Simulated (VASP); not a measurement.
# N on Ni(100): which site?, part 6 of 7

Aim: adsorption energies of N on the high-symmetry sites of Ni(100), at a coverage of 1/4.

VASP 6.6.1, plane waves and PAW; the level of theory is named at each step.

Still holding for the runs below: The magnetic state follows from one typed start and may not be the lowest.

So far, largest spin moment in the PAW sphere (μB): step 2 (the bulk reference, job relaxation, k-mesh 19×19×19) 0.684; step 4 (relaxing the slab) 0.786; step 6 (relaxing the adsorbate, site ontop) 0.775.

### 8. Relaxing the adsorbate, site hollow

Level of this step: RPBE, spin-polarised from a ferromagnetic start; plane waves and PAW (Ni, N) (VASP).

Input file INCAR:

```
SYSTEM = Ni16N
PREC = Normal
ENCUT = 440
EDIFF = 1E-05
NELM = 120
ISMEAR = 1
SIGMA = 0.15
LREAL = Auto
ALGO = Fast
GGA = RP
NBANDS = 120
ISPIN = 2
MAGMOM = 1 1 1 1 1 1 1 1 1 1 1 1 1 1 1 1 0
LASPH = .TRUE.
LMAXMIX = 4
LORBIT = 11
LWAVE = .FALSE.
LCHARG = .FALSE.
KPAR = 2
NCORE = 2
IBRION = 2
NSW = 50
ISIF = 2
EDIFFG = -0.03
POTIM = 0.4
MAXMIX = 40
IDIPOL = 3
LDIPOL = .TRUE.
DIPOL = 0.5 0.5 0.511
```

Input file POSCAR:

```
Ni16N
1.0
    5.0272167418      0.0000000000      0.0000000000
    0.0000000000      5.0272167418      0.0000000000
    0.0000000000      0.0000000000     20.3321685729
Ni N
16 1
Selective dynamics
Direct
    0.2500000000      0.2500000000      0.3688735900  F F F
    0.7500000000      0.2500000000      0.3688735900  F F F
    0.2500000000      0.7500000000      0.3688735900  F F F
    0.7500000000      0.7500000000      0.3688735900  F F F
    0.0000000000      0.0000000000      0.4562912000  F F F
    0.5000000000      0.0000000000      0.4562912000  F F F
    0.0000000000      0.5000000000      0.4562912000  F F F
    0.5000000000      0.5000000000      0.4562912000  F F F
    0.2500000000      0.2500000000      0.5453232500  T T T
    0.7500000000      0.2500000000      0.5453232500  T T T
    0.2500000000      0.7500000000      0.5453232500  T T T
    0.7500000000      0.7500000000      0.5453232500  T T T
    0.0000000000      0.0000000000      0.6298322300  T T T
    0.5000000000      0.0000000000      0.6298322300  T T T
    0.0000000000      0.5000000000      0.6298322300  T T T
    0.5000000000      0.5000000000      0.6298322300  T T T
    0.2500000000      0.2500000000      0.6863928500  T T T
```

Input file KPOINTS:

```
Automatic mesh
0
Gamma
5 5 1
0 0 0
```

PAW data sets: Ni and N (PBE family, release 64).

Launch:

```sh
$ mpirun -np 4 vasp_std
```

The log of the run:

```text
[... set-up lines as in an earlier step ...]
 entering main loop
       N       E                     dE             d eps       ncg     rms          rms(c)
DAV:   1     0.120320342209E+04    0.12032E+04   -0.64429E+04  2880   0.131E+03
DAV:   2     0.374874043201E+02   -0.11657E+04   -0.10896E+04  2880   0.313E+02
DAV:   3    -0.881096875496E+02   -0.12560E+03   -0.10982E+03  3184   0.131E+02
DAV:   4    -0.964667940881E+02   -0.83571E+01   -0.80510E+01  3144   0.322E+01
[...]
RMM:  41    -0.805968467129E+02   -0.93675E-04   -0.30333E-06  1590   0.352E-03    0.676E-03
RMM:  42    -0.805968697212E+02   -0.23008E-04   -0.61606E-07  1138   0.212E-03    0.380E-03
RMM:  43    -0.805968794425E+02   -0.97213E-05   -0.44856E-07  1153   0.205E-03
   1 F= -.80596879E+02 E0= -.80600226E+02  d E =-.805969E+02  mag=    10.4915
[... from here on, the cycles between the ionic steps are left out ...]
   2 F= -.81299338E+02 E0= -.81304951E+02  d E =-.702459E+00  mag=     9.9895
   3 F= -.81588132E+02 E0= -.81594190E+02  d E =-.991252E+00  mag=     9.3091
[...]
9 F= -.81817378E+02 E0= -.81823230E+02  d E =-.333666E-01  mag=     9.2094
  10 F= -.81829819E+02 E0= -.81835823E+02  d E =-.124409E-01  mag=     9.2878
  11 F= -.81831576E+02 E0= -.81837701E+02  d E =-.141979E-01  mag=     9.3170
  12 F= -.81839188E+02 E0= -.81845432E+02  d E =-.761194E-02  mag=     9.2679
  13 F= -.81842747E+02 E0= -.81849167E+02  d E =-.111713E-01  mag=     9.2232
  14 F= -.81840065E+02 E0= -.81847045E+02  d E =-.848958E-02  mag=     9.1327
  15 F= -.81843293E+02 E0= -.81849871E+02  d E =-.117172E-01  mag=     9.1916
  16 F= -.81847209E+02 E0= -.81854179E+02  d E =-.391588E-02  mag=     9.1850
  17 F= -.81848838E+02 E0= -.81856317E+02  d E =-.554469E-02  mag=     9.1763
  18 F= -.81850272E+02 E0= -.81858122E+02  d E =-.143480E-02  mag=     9.0786
  19 F= -.81850553E+02 E0= -.81858264E+02  d E =-.171530E-02  mag=     9.1087
  20 F= -.81850558E+02 E0= -.81858287E+02  d E =-.172064E-02  mag=     9.1046
  21 F= -.81850569E+02 E0= -.81858289E+02  d E =-.173148E-02  mag=     9.1062
  22 F= -.81850580E+02 E0= -.81858319E+02  d E =-.110974E-04  mag=     9.1038
 trial-energy change:   -0.000011  1 .order   -0.000252   -0.000448   -0.000056
 step:   2.8336(harm=  2.8336)  dis= 0.00688  next Energy=   -81.850825 (dE=-0.256E-03)
 reached required accuracy - stopping structural energy minimisation
```

Elapsed: 20 min, on 4 MPI ranks of Intel Xeon Platinum 8559C (Emerald Rapids), shared host; peak memory 1.5 GiB; 81 min of CPU time.

Parts of OUTCAR (step 8):

```text
  Total       -5.8957437     -5.8957437     -2.6283959      0.0000000      0.0000000      0.0000000
  in kB      -18.3827406    -18.3827406     -8.1952545      0.0000000      0.0000000      0.0000000
  external PRESSURE =     -14.9869119 kB  Pullay stress =       0.0000000 kB

 POSITION                                       TOTAL-FORCE (eV/Angst)
 -----------------------------------------------------------------------------------
      1.25680      1.25680      7.50000        -0.000000     -0.000000      0.330214
      3.77041      1.25680      7.50000        -0.000000     -0.000000      0.302196
      1.25680      3.77041      7.50000        -0.000000     -0.000000      0.302196
      3.77041      3.77041      7.50000        -0.000000     -0.000000      0.351028
      0.00000      0.00000      9.27739        -0.015618     -0.015618     -0.335398
      2.51361      0.00000      9.27739         0.015618     -0.015618     -0.335398
      0.00000      2.51361      9.27739        -0.015618      0.015618     -0.335398
      2.51361      2.51361      9.27739         0.015618      0.015618     -0.335398
      1.25680      1.25680     11.03187        -0.000000     -0.000000      0.011116
      3.77041      1.25680     11.03376        -0.000000     -0.000000      0.001196
      1.25680      3.77041     11.03376        -0.000000     -0.000000      0.001196
      3.77041      3.77041     11.07969        -0.000000     -0.000000      0.008331
      5.00524      5.00524     12.85357         0.004080      0.004080      0.010758
      2.53558      5.00524     12.85357        -0.004080      0.004080      0.010758
[...]
-----------------------------------------------------------------------------------
    total drift:                                0.000000      0.000000     -0.016707

  FREE ENERGIE OF THE ION-ELECTRON SYSTEM (eV)
  ---------------------------------------------------
  free  energy   TOTEN  =       -81.8505801912 eV

  energy  without entropy=      -81.8737979998  energy(sigma->0) =      -81.85831946

 magnetization (x)
# of ion       s       p       d       tot
------------------------------------------
    1       -0.006  -0.020   0.770   0.744
    2       -0.004  -0.020   0.775   0.750
    3       -0.004  -0.020   0.775   0.750
    4       -0.003  -0.021   0.782   0.758
    5       -0.006  -0.026   0.730   0.698
    6       -0.006  -0.026   0.730   0.698
    7       -0.006  -0.026   0.730   0.698
    8       -0.006  -0.026   0.730   0.698
    9       -0.006  -0.018   0.642   0.618
   10       -0.007  -0.018   0.749   0.724
   11       -0.007  -0.018   0.749   0.724
   12       -0.003  -0.018   0.613   0.592
   13       -0.001  -0.007   0.229   0.221
[...]
--------------------------------------------------
tot         -0.067  -0.269   9.692   9.356

[... 3 parts as in an earlier step ...]

[... 1 further part left out ...]
[key lines of the parts left out:]
E-fermi :   0.2504
```

Step by step:

```
step  energy less that of the first step (eV)  largest force (eV/Å)
   1                                   0.0000                3.5431
   2                                  -0.7025                2.5220
   3                                  -0.9913                0.8136
   4                                  -0.9924                0.8030
   5                                  -1.1128                0.6480
   6                                  -1.1861                0.4958
   7                                  -1.1871                0.4782
   8                                  -1.2120                0.2640
   9                                  -1.2205                0.2197
  10                                  -1.2329                0.1873
  11                                  -1.2347                0.2387
  12                                  -1.2423                0.1109
  13                                  -1.2459                0.0831
  14                                  -1.2432                0.2245
  15                                  -1.2464                0.0991
  16                                  -1.2503                0.0781
  17                                  -1.2520                0.0972
  18                                  -1.2534                0.0521
  19                                  -1.2537                0.0652
  20                                  -1.2537                0.0607
  21                                  -1.2537                0.0631
  22                                  -1.2537                0.0122
```

The atoms that moved most (Å):

| atom | dx | dy | dz | length |
| --- | --- | --- | --- | --- |
| N17 | 0.000 | 0.000 | -0.744 | 0.744 |
| Ni15 | -0.022 | 0.022 | 0.048 | 0.057 |
| Ni14 | 0.022 | -0.022 | 0.048 | 0.057 |
| Ni13 | -0.022 | -0.022 | 0.048 | 0.057 |
| Ni16 | 0.022 | 0.022 | 0.048 | 0.057 |
| Ni9 | 0.000 | 0.000 | -0.056 | 0.056 |
| Ni10 | 0.000 | 0.000 | -0.054 | 0.054 |
| Ni11 | 0.000 | 0.000 | -0.054 | 0.054 |

The relaxed structure:

```cif
data_structure
_symmetry_space_group_name_H-M 'P 1'
_symmetry_Int_Tables_number 1
_cell_length_a 5.0272
_cell_length_b 5.0272
_cell_length_c 20.3322
_cell_angle_alpha 90.000
_cell_angle_beta 90.000
_cell_angle_gamma 90.000
_cell_volume 513.85
loop_
_atom_site_label
_atom_site_type_symbol
_atom_site_fract_x
_atom_site_fract_y
_atom_site_fract_z
_atom_site_occupancy
Ni1 Ni 0.25000 0.25000 0.36887 1
Ni2 Ni 0.75000 0.25000 0.36887 1
Ni3 Ni 0.25000 0.75000 0.36887 1
Ni4 Ni 0.75000 0.75000 0.36887 1
Ni5 Ni 0.00000 0.00000 0.45629 1
Ni6 Ni 0.50000 0.00000 0.45629 1
Ni7 Ni 0.00000 0.50000 0.45629 1
Ni8 Ni 0.50000 0.50000 0.45629 1
Ni9 Ni 0.25000 0.25000 0.54258 1
Ni10 Ni 0.75000 0.25000 0.54267 1
Ni11 Ni 0.25000 0.75000 0.54267 1
Ni12 Ni 0.75000 0.75000 0.54493 1
Ni13 Ni 0.99563 0.99563 0.63218 1
Ni14 Ni 0.50437 0.99563 0.63218 1
Ni15 Ni 0.99563 0.50437 0.63218 1
Ni16 Ni 0.50437 0.50437 0.63218 1
N17 N 0.25000 0.25000 0.64978 1
```

Spin moment in the PAW sphere by atom:

```csv
atom,spin moment in the PAW sphere (μB)
Ni1,0.744
Ni2,0.750
Ni3,0.750
Ni4,0.758
Ni5,0.698
Ni6,0.698
Ni7,0.698
Ni8,0.698
Ni9,0.618
Ni10,0.724
Ni11,0.724
Ni12,0.592
Ni13,0.221
Ni14,0.221
Ni15,0.221
Ni16,0.221
N17,0.020
```

The run ended after 22 ionic steps, 1.254 eV below its first step, once the forces on the free atoms met EDIFFG = -0.03.

### 9. Potential and states with the adsorbate, site hollow

INCAR, as its differences from that of step 8:

```diff
@@ -3,3 +3,3 @@
 ENCUT = 440
-EDIFF = 1E-05
+EDIFF = 1E-06
 NELM = 120
@@ -20,10 +20,7 @@
 NCORE = 2
-IBRION = 2
-NSW = 50
-ISIF = 2
-EDIFFG = -0.03
-POTIM = 0.4
-MAXMIX = 40
 IDIPOL = 3
 LDIPOL = .TRUE.
-DIPOL = 0.5 0.5 0.511
+DIPOL = 0.5 0.5 0.509
+LVHAR = .TRUE.
+LVACPOTAV = .TRUE.
+NEDOS = 1500
```

Input file POSCAR:

```
Ni16N
1.0
    5.0272167418      0.0000000000      0.0000000000
    0.0000000000      5.0272167418      0.0000000000
    0.0000000000      0.0000000000     20.3321685729
Ni N
16 1
Selective dynamics
Direct
    0.2500000000      0.2500000000      0.3688735900  F F F
    0.7500000000      0.2500000000      0.3688735900  F F F
    0.2500000000      0.7500000000      0.3688735900  F F F
    0.7500000000      0.7500000000      0.3688735900  F F F
    0.0000000000      0.0000000000      0.4562912000  F F F
    0.5000000000      0.0000000000      0.4562912000  F F F
    0.0000000000      0.5000000000      0.4562912000  F F F
    0.5000000000      0.5000000000      0.4562912000  F F F
    0.2500000000      0.2500000000      0.5425819430  T T T
    0.7500000000      0.2500000000      0.5426748793  T T T
    0.2500000000      0.7500000000      0.5426748793  T T T
    0.7500000000      0.7500000000      0.5449342362  T T T
    0.9956290255      0.9956290255      0.6321790324  T T T
    0.5043709745      0.9956290255      0.6321790324  T T T
    0.9956290255      0.5043709745      0.6321790324  T T T
    0.5043709745      0.5043709745      0.6321790324  T T T
    0.2500000000      0.2500000000      0.6497810721  T T T
```

KPOINTS is that of step 8.

Launch:

```sh
$ mpirun -np 4 vasp_std
```

The log of the run:

```text
[... set-up lines as in an earlier step ...]
 entering main loop
       N       E                     dE             d eps       ncg     rms          rms(c)
DAV:   1     0.121576015165E+04    0.12158E+04   -0.64485E+04  2880   0.131E+03
DAV:   2     0.413215998386E+02   -0.11744E+04   -0.10965E+04  2880   0.314E+02
DAV:   3    -0.891266727569E+02   -0.13045E+03   -0.11636E+03  3192   0.133E+02
DAV:   4    -0.971221238298E+02   -0.79955E+01   -0.77806E+01  3152   0.325E+01
[...]
RMM:  53    -0.818508762907E+02   -0.13039E-05   -0.30036E-08  1609   0.606E-04    0.968E-04
RMM:  54    -0.818508772949E+02   -0.10042E-05   -0.22376E-08  1442   0.530E-04    0.338E-04
RMM:  55    -0.818508774977E+02   -0.20285E-06   -0.37084E-09  1105   0.422E-04
 [... a notice as in an earlier step ...]

   1 F= -.81850877E+02 E0= -.81858613E+02  d E =0.232059E-01  mag=     9.1050
```

Run time: 3.9 min. Hardware: 4 MPI ranks; peak memory 1.4 GiB.

OUTCAR, selected parts (step 9):

```text
  Total       -5.8337852     -5.8337852     -2.5657548      0.0000000     -0.0000000      0.0000000
  in kB      -18.1895560    -18.1895560     -7.9999415      0.0000000     -0.0000000      0.0000000
  external PRESSURE =     -14.7930178 kB  Pullay stress =       0.0000000 kB

 POSITION                                       TOTAL-FORCE (eV/Angst)
 -----------------------------------------------------------------------------------
      1.25680      1.25680      7.50000        -0.000000     -0.000000      0.329610
      3.77041      1.25680      7.50000         0.000000      0.000000      0.302023
      1.25680      3.77041      7.50000        -0.000000     -0.000000      0.302023
      3.77041      3.77041      7.50000         0.000000      0.000000      0.350820
      0.00000      0.00000      9.27739        -0.015625     -0.015625     -0.335773
      2.51361      0.00000      9.27739         0.015625     -0.015625     -0.335773
      0.00000      2.51361      9.27739        -0.015625      0.015625     -0.335773
      2.51361      2.51361      9.27739         0.015625      0.015625     -0.335773
      1.25680      1.25680     11.03187         0.000000      0.000000      0.008060
      3.77041      1.25680     11.03376        -0.000000      0.000000     -0.001831
      1.25680      3.77041     11.03376         0.000000     -0.000000     -0.001831
      3.77041      3.77041     11.07969         0.000000      0.000000      0.019851
      5.00524      5.00524     12.85357         0.003524      0.003524      0.010621
      2.53558      5.00524     12.85357        -0.003524      0.003524      0.010621
[...]
-----------------------------------------------------------------------------------
    total drift:                                0.000000      0.000000     -0.009471

  FREE ENERGIE OF THE ION-ELECTRON SYSTEM (eV)
  ---------------------------------------------------
  free  energy   TOTEN  =       -81.8508774977 eV

  energy  without entropy=      -81.8740833975  energy(sigma->0) =      -81.85861280

 magnetization (x)
# of ion       s       p       d       tot
------------------------------------------
    1       -0.006  -0.020   0.770   0.744
    2       -0.004  -0.020   0.775   0.750
    3       -0.004  -0.020   0.775   0.750
    4       -0.003  -0.021   0.783   0.758
    5       -0.006  -0.026   0.730   0.698
    6       -0.006  -0.026   0.730   0.698
    7       -0.006  -0.026   0.730   0.698
    8       -0.006  -0.026   0.730   0.698
    9       -0.006  -0.018   0.642   0.618
   10       -0.007  -0.018   0.749   0.724
   11       -0.007  -0.018   0.749   0.724
   12       -0.003  -0.018   0.613   0.592
   13       -0.001  -0.007   0.229   0.221
[...]
--------------------------------------------------
tot         -0.067  -0.269   9.692   9.357

[... 2 parts as in an earlier step ...]

[... 1 further part left out ...]
[key lines of the parts left out:]
E-fermi :   0.2510
```

The map of layer states is cut here 0.5 eV above the Fermi level, so it leaves out the states above that.

At the end the adsorbate's closest contact with the slab is N-Ni at 1.84 Å, 1.81 Å to the side of the slab's atom, and its lowest atom lies 0.36 Å above the highest atom of the slab.

The vacuum level lies 4.93 eV above the Fermi level at the upper face; the two faces differ by 0.23 eV, the step that the slab's dipole of 0.032 e·Å makes.

VASP counts the dipole in electrons times Å, so a positive number points the physical dipole along −c.

The program found no field-free point at its default tolerance, but its printed level agrees with the flat part of the planar average.

On this mesh the fine structure of the density of states is sampling noise, and high empty states may be cut by the number of bands.

[end of part 6 of 7]

[Lines on the potential files, build, host, timing and source positions are cut from VASP's logs without a mark.]

[Logs are printed without paths, hosts, clocks, repeated set-up lines and the standing remarks that a program may print on its own settings, such as how far it seeks lower states.]

[Hosts, paths, dates, database ids (printed as entryN), source tags and the programs' standing remarks are cut or masked in the printed files.]

[Runs that stopped without an error message from VASP are left out.]
